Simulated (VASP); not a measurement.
OSZICAR of a VASP run on PbO (litharge):

### OSZICAR
```
       N       E                     dE             d eps       ncg     rms          rms(c)
DAV:   1     0.453605121262E+03    0.45361E+03   -0.20313E+04   864   0.200E+03
DAV:   2     0.365314415060E+02   -0.41707E+03   -0.41113E+03   896   0.495E+02
DAV:   3    -0.233320467655E+02   -0.59863E+02   -0.59111E+02  1200   0.198E+02
DAV:   4    -0.253123831163E+02   -0.19803E+01   -0.19782E+01   936   0.405E+01
DAV:   5    -0.253841197156E+02   -0.71737E-01   -0.71722E-01  1272   0.722E+00    0.124E+01
DAV:   6    -0.209105037559E+02    0.44736E+01   -0.35697E+01  1392   0.464E+01    0.530E+00
DAV:   7    -0.207514079764E+02    0.15910E+00   -0.32238E+00  1120   0.137E+01    0.255E+00
DAV:   8    -0.207665152695E+02   -0.15107E-01   -0.91108E-01  1296   0.699E+00    0.134E+00
DAV:   9    -0.207283115794E+02    0.38204E-01   -0.24618E-01  1352   0.416E+00    0.232E-01
DAV:  10    -0.207307150354E+02   -0.24035E-02   -0.18589E-02  1104   0.968E-01    0.120E-01
DAV:  11    -0.207304966215E+02    0.21841E-03   -0.36913E-03  1400   0.521E-01    0.427E-02
DAV:  12    -0.207305312126E+02   -0.34591E-04   -0.36085E-04   960   0.134E-01    0.474E-02
DAV:  13    -0.207305061748E+02    0.25038E-04   -0.29686E-04  1472   0.173E-01    0.132E-02
DAV:  14    -0.207305033312E+02    0.28436E-05   -0.52458E-05  1360   0.772E-02    0.333E-03
DAV:  15    -0.207305030236E+02    0.30758E-06   -0.32065E-06   784   0.177E-02
   1 F= -.20730503E+02 E0= -.20730046E+02  d E =-.914597E-03
```

Which electronic solver shows in the log?

It is blocked Davidson (ALGO = Normal, or the opening steps of other solvers). The INCAR had ALGO = Normal.

Can the final energy be trusted as converged?

The run converged. It stopped with EDIFF = 1E-6, NELM = 100 (PBE GGA, plane waves, VASP's PBE PAW potentials (set 64)). The cell is charged, with a uniform compensating background.

The compound is PbO in the litharge structure. The cell was not relaxed at this level. The k-mesh is coarse (spacing up to 0.32 per Å, 2π included), so the numbers may not be converged in it. The run is one of a series of settings (NELECT = 40.1 against the base run), some of them coarse on purpose.
